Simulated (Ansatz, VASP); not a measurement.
# CeZnS3 in two plane-wave programs

One calculation is typed for both programs; each brings its own data sets. How far apart do they land? The cell is generated by rule, not measured, and may not be a known phase. The cell is taken from a series of runs on this material, whose earlier steps may have relaxed, scaled, displaced or heated it; both programs get it as it stands.

Main program and level: Ansatz 0.2.0; plane waves, with VASP 6.6.1 beside it; PBEsol.

The structure was built from a prototype and need not be the compound's stable phase.

**1. The structure**

Symmetry: R-3c, No. 167, trigonal system. Conventional cell: a = 6.616 Å, b = 6.616 Å, c = 19.116 Å, α = 90.00°, β = 90.00°, γ = 120.00°. Nearest to Zn lie 3 S at 2.24 Å. Nearest to Ce lie 6 S at 2.71 Å. S has 1 Zn at 2.24 Å and 2 Ce at 2.71 Å nearest. Farther neighbours and most contacts between anions are not listed.

**2. VASP: relaxation of cell and atoms, PBEsol**

The relaxed volume is the usual yardstick between codes: in a stiff, nearly cubic crystal its relative difference is about their pressure difference at one cell divided by the bulk modulus.

Lines of VASP's logs that name or quote its potential files are left out, and so is its time.

Contents of INCAR:

```
SYSTEM = CeZnS3
PREC = Accurate
ENCUT = 500
EDIFF = 1E-07
NELM = 200
ISMEAR = 0
SIGMA = 0.01
LREAL = .FALSE.
ALGO = Normal
GGA = PS
NBANDS = 52
LASPH = .TRUE.
LORBIT = 11
LWAVE = .FALSE.
LCHARG = .FALSE.
ISIF = 3
IBRION = 2
NSW = 80
EDIFFG = -0.005
GGA_COMPAT = .FALSE.
NELMIN = 4
EFERMI = MIDGAP
LMAXMIX = 6
KPAR = 2
```

Contents of POSCAR:

```
CeZnS3
1.0
    3.3078360000      1.9097800000      6.3718520000
   -3.3078360000      1.9097800000      6.3718520000
    0.0000000000     -3.8195600000      6.3718520000
Zn Ce S
2 2 6
Direct
    0.7500000000      0.7500000000      0.7500000000
    0.2500000000      0.2500000000      0.2500000000
    0.5000000000      0.5000000000      0.5000000000
    0.0000000000      0.0000000000      0.0000000000
    0.9109520506      0.2500000000      0.5890479494
    0.0890479494      0.7500000000      0.4109520506
    0.4109520506      0.0890479494      0.7500000000
    0.5890479494      0.9109520506      0.2500000000
    0.7500000000      0.4109520506      0.0890479494
    0.2500000000      0.5890479494      0.9109520506
```

Contents of KPOINTS:

```
Automatic mesh
0
Gamma
6 6 6
0 0 0
```

The projector-augmented-wave data sets are Zn, Ce and S (PBE family, release 64).

Launch:

```bash
$ mpirun -np 2 vasp_std
```

Numbers of over 12 decimals in the logs are rounded to 6 here.

Log:

```text
[banner, memory and clock lines left out]
running    2 mpi-ranks, on    1 nodes
 distrk:  each k-point on    1 cores,    2 groups
 distr:  one band on    1 cores,    1 groups

 POSCAR found type information on POSCAR ZnCeS
 POSCAR found :  3 types and      10 ions
|                                                                             |
|               ----> ADVICE to this user running VASP <----                  |
|                                                                             |
|     You enforced a specific xc type in the INCAR file but a different       |
|     [... a line on the potential file left out ...]
|     I HOPE YOU KNOW WHAT YOU ARE DOING!                                     |
|                                                                             |

 LDA part: xc-table for (Slater+PW92), standard interpolation
 POSCAR, INCAR and KPOINTS ok, starting setup
 FFT: planning ... GRIDC
 FFT: planning ... GRID_SOFT
 FFT: planning ... GRID
 WAVECAR not read
 entering main loop
       N       E                     dE             d eps       ncg     rms          rms(c)
DAV:   1     0.763938006726E+03    0.76394E+03   -0.34742E+04  3328   0.174E+03
DAV:   2     0.141542614059E+03   -0.62240E+03   -0.57964E+03  3692   0.379E+02
DAV:   3    -0.348187759948E+02   -0.17636E+03   -0.16715E+03  4008   0.181E+02
DAV:   4    -0.566293780086E+02   -0.21811E+02   -0.21512E+02  4280   0.589E+01
DAV:   5    -0.581221337368E+02   -0.14928E+01   -0.14913E+01  5672   0.170E+01    0.251E+01
DAV:   6    -0.626604851502E+02   -0.45384E+01   -0.80016E+01  5744   0.718E+01    0.551E+01
DAV:   7    -0.558918216690E+02    0.67687E+01   -0.20025E+02  5596   0.676E+01    0.192E+01
DAV:   8    -0.564625563474E+02   -0.57073E+00   -0.86725E+00  4708   0.172E+01    0.112E+01
DAV:   9    -0.559023479096E+02    0.56021E+00   -0.85325E-01  5236   0.672E+00    0.746E+00
DAV:  10    -0.550986407090E+02    0.80371E+00   -0.74603E-01  4972   0.447E+00    0.584E+00
DAV:  11    -0.549030782338E+02    0.19556E+00   -0.13528E-01  5688   0.181E+00    0.514E+00
DAV:  12    -0.547412932495E+02    0.16178E+00   -0.59708E-02  5528   0.128E+00    0.460E+00
DAV:  13    -0.546700482993E+02    0.71245E-01   -0.20531E-02  5628   0.659E-01    0.428E+00
DAV:  14    -0.544378799806E+02    0.23217E+00   -0.22158E-01  5020   0.243E+00    0.312E+00
[...]
DAV:  22    -0.542542920530E+02   -0.56987E-04   -0.42138E-04  4904   0.996E-02    0.707E-02
DAV:  23    -0.542542723152E+02    0.19738E-04   -0.58986E-05  5184   0.409E-02    0.392E-02
DAV:  24    -0.542543077289E+02   -0.35414E-04   -0.64961E-05  5132   0.458E-02    0.618E-02
DAV:  25    -0.542542743893E+02    0.33340E-04   -0.52030E-05  4784   0.342E-02    0.372E-02
DAV:  26    -0.542542587026E+02    0.15687E-04   -0.50650E-05  5236   0.324E-02    0.140E-02
DAV:  27    -0.542542564743E+02    0.22284E-05   -0.14593E-05  5588   0.174E-02    0.361E-03
DAV:  28    -0.542542566810E+02   -0.20669E-06   -0.29441E-06  4204   0.775E-03    0.629E-03
DAV:  29    -0.542542565924E+02    0.88527E-07   -0.15186E-07  2636   0.218E-03
   1 F= -.54254257E+02 E0= -.54254257E+02  d E =-.542543E+02
[...]
2 F= -.54254404E+02 E0= -.54254404E+02  d E =-.147269E-03
[...]
3 F= -.54254406E+02 E0= -.54254406E+02  d E =-.149548E-03
 curvature:  -0.35 expect dE=-0.402E-04 dE for cont linesearch -0.156E-06
 trial: gam= 0.25919 g(F)=  0.535E-04 g(S)=  0.628E-04 ort = 0.134E-04 (trialstep = 0.969E+00)
 search vector abs. value=  0.150E-03
 bond charge predicted
       N       E                     dE             d eps       ncg     rms          rms(c)
DAV:   1    -0.542545785427E+02   -0.17233E-03   -0.10721E-02  4312   0.659E-01    0.127E-01
DAV:   2    -0.542549314270E+02   -0.35288E-03   -0.58630E-03  4312   0.439E-01    0.227E-01
DAV:   3    -0.542544929050E+02    0.43852E-03   -0.37377E-03  4576   0.288E-01    0.535E-02
DAV:   4    -0.542544672413E+02    0.25664E-04   -0.11925E-04  4472   0.594E-02    0.282E-02
DAV:   5    -0.542544614642E+02    0.57771E-05   -0.37746E-05  4696   0.279E-02    0.148E-02
DAV:   6    -0.542544593589E+02    0.21053E-05   -0.14526E-05  4672   0.217E-02    0.746E-03
DAV:   7    -0.542544590887E+02    0.27021E-06   -0.13859E-06  4284   0.687E-03    0.208E-03
DAV:   8    -0.542544589822E+02    0.10648E-06   -0.16618E-07  2320   0.339E-03    0.862E-04
DAV:   9    -0.542544589484E+02    0.33760E-07   -0.13069E-07  2020   0.185E-03
   4 F= -.54254459E+02 E0= -.54254459E+02  d E =-.528076E-04
 trial-energy change:   -0.000053  1 .order   -0.000055   -0.000116    0.000005
 step:   0.9205(harm=  0.9263)  dis= 0.00086  next Energy=   -54.254459 (dE=-0.529E-04)
 reached required accuracy - stopping structural energy minimisation
```

OUTCAR, selected parts (step 2):

```text
ion  position               nearest neighbor table
   1  0.750  0.750  0.750-   6 2.24   9 2.24   7 2.24
   2  0.250  0.250  0.250-   5 2.24  10 2.24   8 2.24
   3  0.500  0.500  0.500-   7 2.71   8 2.71   9 2.71  10 2.71   5 2.71   6 2.71
   4  0.000  0.000  0.000-   7 2.71   8 2.71   5 2.71   6 2.71   9 2.71  10 2.71
   5  0.911  0.250  0.589-   2 2.24   4 2.71   3 2.71
   6  0.089  0.750  0.411-   1 2.24   4 2.71   3 2.71
   7  0.411  0.089  0.750-   1 2.24   3 2.71   4 2.71
   8  0.589  0.911  0.250-   2 2.24   3 2.71   4 2.71
   9  0.750  0.411  0.089-   1 2.24   3 2.71   4 2.71
  10  0.250  0.589  0.911-   2 2.24   3 2.71   4 2.71

  LATTYP: Found a trigonal (rhomboedric) cell.
 ALAT       =     7.4289660493
 COS(alpha) =     0.6034835701

 Subroutine GETGRP returns: Found 12 space group operations
 (whereof  6 operations were pure point group operations)

The static configuration has the point symmetry S_6 .
 The point group associated with its full space group is D_3d.

 Found     32 irreducible k-points:

   k-points           NKPTS =     32   k-points in BZ     NKDIM =     32   number of bands    NBANDS=     52

   dimension x,y,z NGX =    54 NGY =   54 NGZ =   54
   dimension x,y,z NGXF=   108 NGYF=  108 NGZF=  108

   ENCUT  =  500.0 eV  36.75 Ry    6.06 a.u.  13.54 13.54 13.54*2*pi/ulx,y,z

   NELECT =      84.0000    total number of electrons

 k-points in reciprocal lattice and weights: Automatic mesh
   0.00000000  0.00000000  0.00000000       0.005
   0.16666667  0.00000000  0.00000000       0.028
   0.33333333 -0.00000000 -0.00000000       0.028
   0.50000000 -0.00000000 -0.00000000       0.014
   0.16666667  0.16666667  0.00000000       0.028
   0.33333333  0.16666667 -0.00000000       0.056
   0.50000000  0.16666667 -0.00000000       0.056
  -0.33333333  0.16666667  0.00000000       0.056
  -0.16666667  0.16666667  0.00000000       0.028
[...]
-0.33333333  0.50000000  0.33333333       0.028
   0.50000000  0.50000000  0.50000000       0.005

 average (electrostatic) potential at core
       1 -35.3751       2 -35.3751       3 -80.6368       4 -80.6368       5 -87.3061
       6 -87.3061       7 -87.3061       8 -87.3061       9 -87.3061      10 -87.3061

 E-fermi :   3.1403

 k-point     1 :       0.0000    0.0000    0.0000
  band No.  band energies     occupation
    ...
     38       2.3285      2.00000
     39       2.5257      2.00000
     40       2.5257      2.00000
     41       2.5512      2.00000
     42       2.5512      2.00000
     43       3.6191      0.00000
     44       3.6937      0.00000
     45       3.7284      0.00000
     46       3.7398      0.00000
     47       3.7398      0.00000
    ...

 k-point     2 :       0.1667    0.0000    0.0000
  band No.  band energies     occupation
    ...
     38       2.2641      2.00000
     39       2.3235      2.00000
     40       2.3621      2.00000
     41       2.5980      2.00000
     42       2.6158      2.00000
     43       3.6419      0.00000
     44       3.6944      0.00000
     45       3.7298      0.00000
     46       3.7429      0.00000
     47       3.7501      0.00000
    ...

 k-point     3 :       0.3333   -0.0000   -0.0000
  band No.  band energies     occupation
    ...
     38       1.8735      2.00000
     39       2.1248      2.00000
     40       2.2901      2.00000
     41       2.5449      2.00000
     42       2.5915      2.00000
     43       3.6673      0.00000
     44       3.6917      0.00000
     45       3.7327      0.00000
     46       3.7352      0.00000
     47       3.7688      0.00000
    ...

  Total       -0.0073392     -0.0073392      0.0065952      0.0000000      0.0000000      0.0000000
  in kB       -0.0487468     -0.0487468      0.0438049      0.0000000      0.0000000      0.0000000
  external PRESSURE =      -0.0178962 kB  Pullay stress =       0.0000000 kB

  energy-cutoff  :      500.00
  volume of cell :      241.22
      direct lattice vectors                 reciprocal lattice vectors
     3.307432420  1.909546993  6.365631144     0.151174669  0.087280736  0.052364538
    -3.307432420  1.909546993  6.365631144    -0.151174669  0.087280736  0.052364538
     0.000000000 -3.819093987  6.365631144     0.000000000 -0.174561472  0.052364538

 POSITION                                       TOTAL-FORCE (eV/Angst)
 -----------------------------------------------------------------------------------
      0.00000      0.00000     14.32267         0.000000     -0.000000      0.000000
      0.00000      0.00000      4.77422         0.000000      0.000000      0.000000
      0.00000      0.00000      9.54845         0.000000      0.000000      0.000000
      0.00000     -3.81909      6.36563         0.000000      0.000000      0.000000
      2.18514     -0.03431     11.13985         0.000008      0.000013      0.000000
     -2.18514      0.03431      7.95704        -0.000008     -0.000013      0.000000
      1.06286     -1.90955      7.95704         0.000015      0.000000      0.000000
     -1.06286      1.90955     11.13985        -0.000015      0.000000     -0.000000
      1.12229      1.87523      7.95704        -0.000008      0.000013      0.000000
     -1.12229     -1.87523     11.13985         0.000008     -0.000013      0.000000
 -----------------------------------------------------------------------------------
    total drift:                               -0.000000     -0.000000      0.000000

  FREE ENERGIE OF THE ION-ELECTRON SYSTEM (eV)
  ---------------------------------------------------
  free  energy   TOTEN  =       -54.2544589484 eV

  energy  without entropy=      -54.2544589484  energy(sigma->0) =      -54.25445895

 reached required accuracy - stopping structural energy minimisation

 total charge
# of ion       s       p       d       f       tot
--------------------------------------------------
    1        0.558   0.449   9.792   0.000  10.799
    2        0.558   0.449   9.792   0.000  10.799
    3        2.031   5.732   0.843   0.987   9.592
    4        2.031   5.732   0.843   0.987   9.592
    5        1.330   2.405   0.000   0.000   3.735
    6        1.330   2.405   0.000   0.000   3.735
    7        1.330   2.405   0.000   0.000   3.735
    8        1.330   2.405   0.000   0.000   3.735
    9        1.330   2.405   0.000   0.000   3.735
   10        1.330   2.405   0.000   0.000   3.735
--------------------------------------------------
tot         13.160  26.791  21.269   1.974  63.194

[... 3 further parts left out ...]
```

This run has no spin polarisation, so a moment on Ce, if there is one, isn't seen. Without U or exact exchange, f electrons of an open shell come out too delocalised.

(Continued in part 2 of 2.)

[Lines on the potential files, build, host, timing and source positions are cut from VASP's logs without a mark.]

[Logs are printed without paths, hosts, clocks, repeated set-up lines and the standing remarks that a program may print on its own settings, such as how far it seeks lower states.]

[Hosts, paths, dates, database ids (printed as entryN), source tags and the programs' standing remarks are cut or masked in the printed files.]
